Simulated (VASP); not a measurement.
Method: LDA (Ceperley-Alder, Perdew-Zunger), VASP's LDA PAW potentials (set 64) (plane waves; VASP).

A VASP calculation is set up with these files.

**KPOINTS**
```
Automatic mesh
0
Gamma
8 8 8
0 0 0
```

**POSCAR**
```
CdF2
1
    0.0000000000     2.6577377018     2.6577377018
    2.6577377018     0.0000000000     2.6577377018
    2.6577377018     2.6577377018     0.0000000000
Cd F
1 2
Direct
  0.0000000000   0.0000000000   0.0000000000
  0.2500000000   0.2500000000   0.2500000000
  0.7500000000   0.7500000000   0.7500000000
```

INCAR:
```
! general
SYSTEM   =  CdF2
PREC     =  Accurate
ENCUT    =  520
LREAL    =  .FALSE.
LASPH    =  .TRUE.

! electronic loop
EDIFF    =  1E-7
NELM     =  100
ALGO     =  Normal
LMAXMIX  =  4

! smearing
ISMEAR   =  -5

! ions
ISIF     =  2

! output
LWAVE    =  .FALSE.
LCHARG   =  .TRUE.
LORBIT   =  11
NEDOS    =  601

! other
LEFG     =  .TRUE.
```

POTCAR, in this order: Cd F (LDA.64 set). Program: vasp_std.

Problem. Estimate the energy per atom (σ→0), band gap (on the k-mesh).

Solution. 
```
Property                          Result
------------------------  --------------
energy per atom (σ→0)     -4.246 eV/atom
band gap (on the k-mesh)         2.94 eV
```

### OSZICAR
```
...
DAV:   8    -0.127442999726E+02    0.23779E-01   -0.13889E-01  1026   0.381E+00    0.680E-01
DAV:   9    -0.127362913998E+02    0.80086E-02   -0.32067E-02  1299   0.244E+00    0.860E-02
DAV:  10    -0.127365470429E+02   -0.25564E-03   -0.25983E-03   991   0.572E-01    0.613E-02
DAV:  11    -0.127365633062E+02   -0.16263E-04   -0.77303E-05  1047   0.159E-01    0.354E-02
DAV:  12    -0.127365597479E+02    0.35583E-05   -0.31712E-05  1055   0.631E-02    0.903E-03
DAV:  13    -0.127365599899E+02   -0.24198E-06   -0.16668E-06  1044   0.155E-02    0.207E-03
DAV:  14    -0.127365600152E+02   -0.25319E-07   -0.74417E-08   810   0.279E-03
   1 F= -.12736560E+02 E0= -.12736560E+02  d E =0.000000E+00
```

The compound is CdF2 in the fluorite structure. It was relaxed first.
